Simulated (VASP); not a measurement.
Crystal: Rh.

```
Rh
1.0
     0.00000    1.90299    1.90299
     1.90299    0.00000    1.90299
     1.90299    1.90299    0.00000
Rh
1
Cartesian
  0.0000 0.0000 0.0000
```

* Program: VASP 6.6.1
* Task: relaxation of cell and atoms
* Functional: RPBE
* Potentials or basis: VASP PAW PBE potentials, release 64 (Rh_pv)
* Cutoff: 600 eV
* k mesh: 18 × 18 × 18
* Occupations: gaussian, width 0.1 eV
* Spin: no spin polarisation

At the start: pressure 9.7 GPa; volume 13.78 Å³/atom.

**Question.** Where does the relaxation end?

**Answer.** Over 4 steps the energy falls by 15.3 meV/atom and the volume is 14.31 Å³/atom (+3.8 %); space group Fm-3m (No. 225, to 0.05 Å).

Step by step:
| step | energy change (eV) | largest force (eV/Å) | pressure (GPa) | volume (Å³) |
| --- | --- | --- | --- | --- |
| 1 | 0.0000 | 0.0000 | 9.71 | 13.78 |
| 2 | 0.0492 | 0.0000 | -15.59 | 15.52 |
| 3 | -0.0153 | 0.0000 | -0.23 | 14.32 |
| 4 | -0.0153 | 0.0000 | -0.05 | 14.31 |

Final structure:
```
Rh
1.0
     0.00000    1.92676    1.92676
     1.92676    0.00000    1.92676
     1.92676    1.92676    0.00000
Rh
1
Direct
  0.00000 0.00000 0.00000
```

Caveat: the PAW data sets were made with another functional, which shifts forces and pressure a little.
